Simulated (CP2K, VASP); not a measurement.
An input for CP2K (PBEsol, GPW, DZVP-MOLOPT-SR-GTH basis, GTH-PBE potentials (GTH_POTENTIALS)):

```
&GLOBAL
  PROJECT lu3aln
  RUN_TYPE ENERGY_FORCE
  PRINT_LEVEL MEDIUM
&END GLOBAL
&FORCE_EVAL
  METHOD Quickstep
  STRESS_TENSOR ANALYTICAL
  &DFT
    BASIS_SET_FILE_NAME BASIS_MOLOPT
    BASIS_SET_FILE_NAME BASIS_MOLOPT_UCL
    POTENTIAL_FILE_NAME GTH_POTENTIALS
    &QS
      METHOD GPW
      EPS_DEFAULT 1E-10
    &END QS
    &MGRID
      CUTOFF 500
      REL_CUTOFF 50
      NGRIDS 5
    &END MGRID
    &SCF
      SCF_GUESS ATOMIC
      EPS_SCF 1E-7
      MAX_SCF 100
      ADDED_MOS 14
      &DIAGONALIZATION
        ALGORITHM STANDARD
      &END DIAGONALIZATION
      &MIXING
        METHOD BROYDEN_MIXING
        ALPHA 0.2
        NBUFFER 10
      &END MIXING
      &SMEAR ON
        METHOD FERMI_DIRAC
        ELECTRONIC_TEMPERATURE [K] 1578.21
      &END SMEAR
    &END SCF
    &KPOINTS
      SCHEME MONKHORST-PACK 4 4 4
      GAMMA_CENTERED T
    &END KPOINTS
    &XC
      &XC_FUNCTIONAL
        &PBE
          PARAMETRIZATION PBESOL
        &END PBE
      &END XC_FUNCTIONAL
    &END XC
    &PRINT
      &MO
        EIGENVALUES T
        OCCUPATION_NUMBERS T
        NDIGITS 8
        FILENAME mo
        &EACH
          QS_SCF 0
        &END EACH
        ADD_LAST NUMERIC
      &END MO
      &MULLIKEN ON
      &END MULLIKEN
    &END PRINT
  &END DFT
  &SUBSYS
    &CELL
      ABC 4.60314000 4.60314000 4.60314000
      ALPHA_BETA_GAMMA 90.00000000 90.00000000 90.00000000
      PERIODIC XYZ
    &END CELL
    &COORD
      SCALED
      Lu       0.49543600     0.50798000    -0.00148300
      Lu      -0.00384700     0.48822300     0.50087700
      Lu       0.48653300    -0.00086100     0.49594300
      Al      -0.00042900    -0.01196500     0.00040700
      N        0.52230600     0.51662200     0.50425600
    &END COORD
    &KIND Lu
      BASIS_SET DZVP-MOLOPT-SR-GTH-q25
      POTENTIAL GTH-PBE-q25
    &END KIND
    &KIND Al
      BASIS_SET DZVP-MOLOPT-SR-GTH-q3
      POTENTIAL GTH-PBE-q3
    &END KIND
    &KIND N
      BASIS_SET DZVP-MOLOPT-SR-GTH-q5
      POTENTIAL GTH-PBE-q5
    &END KIND
  &END SUBSYS
  &PRINT
    &FORCES ON
    &END FORCES
    &STRESS_TENSOR ON
    &END STRESS_TENSOR
  &END PRINT
&END FORCE_EVAL
```

### Question
Write the VASP files for the same calculation.

### Answer
One set of files that does it:

File POSCAR:
```
Lu3AlN
1
    4.6031400000     0.0000000000     0.0000000000
    0.0000000000     4.6031400000     0.0000000000
    0.0000000000     0.0000000000     4.6031400000
Lu Al N
3 1 1
Direct
  0.4954360000   0.5079800000  -0.0014830000
 -0.0038470000   0.4882230000   0.5008770000
  0.4865330000  -0.0008610000   0.4959430000
 -0.0004290000  -0.0119650000   0.0004070000
  0.5223060000   0.5166220000   0.5042560000
```

**KPOINTS**
```
kpoints
0
G
  4 4 4
```

INCAR:
```
# general
SYSTEM  = Lu3AlN
PREC    = Accurate
ENCUT   = 400
LREAL   = .FALSE.
LASPH   = .TRUE.

# electronic loop
EDIFF   = 1E-6
NELM    = 100
ALGO    = Normal
LMAXMIX = 6

# smearing
ISMEAR  = -1
SIGMA   = 0.136

# functional
GGA     = PS

# ions
ISIF    = 2

# output
LWAVE   = .FALSE.
LCHARG  = .FALSE.
```

POTCAR, in this order: Lu_3 Al N (PBE.64 set). Program: vasp_std.

Both are inputs of real runs that ended normally. What can't carry over is the choice of potentials or basis and its cut-off, and each code's defaults.

The structure comes from a computed database's Lu3AlN entry; how it stands against other phases isn't given here. The cell was not relaxed at this level, atoms are displaced from their ideal sites, and it may have been scaled.
